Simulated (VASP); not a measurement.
Given:

```
CELL_PARAMETERS angstrom
      0.00000     2.56698     2.56698
      2.56698     0.00000     2.56698
      2.56698     2.56698     0.00000
ATOMIC_POSITIONS crystal
  Sr 0.00000 0.00000 0.00000
  O  0.50000 0.50000 0.50000
```

Level of theory: PBEsol GGA, VASP's PBE PAW potentials (set 64) (plane waves; VASP). Numerical set-up: 600 eV cut-off, 8×8×8 Γ-centred mesh, Gaussian smearing of 0.050 eV, potentials Sr_sv O.

Predict the energy per atom (σ→0), band gap (on the k-mesh) with the smallest direct gap where there is one.

The band gap (on the k-mesh) comes out as 3.15 eV. The smallest direct gap (on the k-mesh) is 3.24 eV and the energy per atom (σ→0) comes out as -6.321 eV/atom.

Only differences to runs with the same potentials and settings are physical.

The compound is SrO in the rock salt structure. It was relaxed first.
